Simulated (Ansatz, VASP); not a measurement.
One calculation of LiBeF3, two programs

```
Li Be F
1.0
     2.77230    0.00000    0.00000
     0.00000    2.61873    4.05023
     0.00000   -2.61873    4.05023
Li Be F
1 1 3
Direct
  0.50000 0.69313 0.69313
  0.00000 0.05486 0.05486
  0.00000 0.90560 0.40147
  0.00000 0.40147 0.90560
  0.50000 0.94427 0.94427
```

Change from the starting cell: the structure that the rattled cell fell into.

Alike in both runs: functional PBE; k mesh 6 × 4 × 4; occupations gaussian, width 0.1 eV; no spin polarisation.

Ansatz relaxed the structure, and its values are those at the end. VASP's run is a single point on that final structure, the one shown.

|  | VASP | Ansatz |
| --- | --- | --- |
| version | VASP 6.6.1 | Ansatz 0.2.0 |
| potentials or method | VASP PAW PBE potentials, release 64 (Li_sv, Be, F) | scalar-relativistic, plane waves, PAW |
| plane-wave cutoff (eV) | 520 | 420 |
| valence electrons in the cell | 26 | 26 |

VASP gave:

| Item | Value |
| --- | --- |
| gap on the k mesh at the Fermi level (eV) | 7.54 |
| least direct gap on the mesh (eV) | 7.58 |
| rms of the force components (eV/Å) | 0.015 |

Q: Which values does Ansatz return?

A: gap on the k mesh at the Fermi level (eV): 7.55; least direct gap on the mesh (eV): 7.59; rms of the force components (eV/Å): 0.003.

The functional is the same, so the differences come from potentials, cutoffs and numerics.

 A k mesh can miss the band edges.
